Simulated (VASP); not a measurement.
A convergence study with VASP on Cs (space group Im-3m): a few settings are varied, all else stays as given below, so the limit is that of these other settings.

```
CELL_PARAMETERS angstrom
     -3.03475     3.03475     3.03475
      3.03475    -3.03475     3.03475
      3.03475     3.03475    -3.03475
ATOMIC_POSITIONS crystal
  Cs 0.00000 0.00000 0.00000
```

These are PBEsol GGA, VASP's PBE PAW potentials (set 64) (plane waves; VASP) values and carry that method's errors. The last row used: 300 eV cut-off, 18×18×18 Γ-centred mesh, tetrahedra with Blöchl corrections, potentials Cs_sv.

| setting | E (eV/atom) | pressure (GPa) | irreducible k-points |
|---|---|---|---|
| 3×3×3 mesh | [?] | [?] | 4 |
| 4×4×4 mesh | -0.9531 | -0.12 | 8 |
| 5×5×5 mesh | -0.9486 | -0.10 | 10 |
| 6×6×6 mesh | -0.9461 | -0.10 | 16 |
| 8×8×8 mesh | -0.9431 | -0.09 | 29 |
| 9×9×9 mesh | -0.9420 | -0.09 | 35 |
| 12×12×12 mesh | -0.9417 | -0.09 | 72 |
| 14×14×14 mesh | -0.9416 | -0.09 | 104 |
| 18×18×18 mesh | [?] | -0.09 | 195 |

Q: Complete the blanks.

A: 
- 3×3×3 mesh, E (eV/atom): -0.9925
- 3×3×3 mesh, pressure (GPa): -0.15
- 18×18×18 mesh, E (eV/atom): -0.9415

Left out are rungs that failed or repeat a setting and relaxations that didn't move; long series are thinned to 24 rows.

The structure is a typed Cs crystal (space group no. 229). The cell was not relaxed at this level.
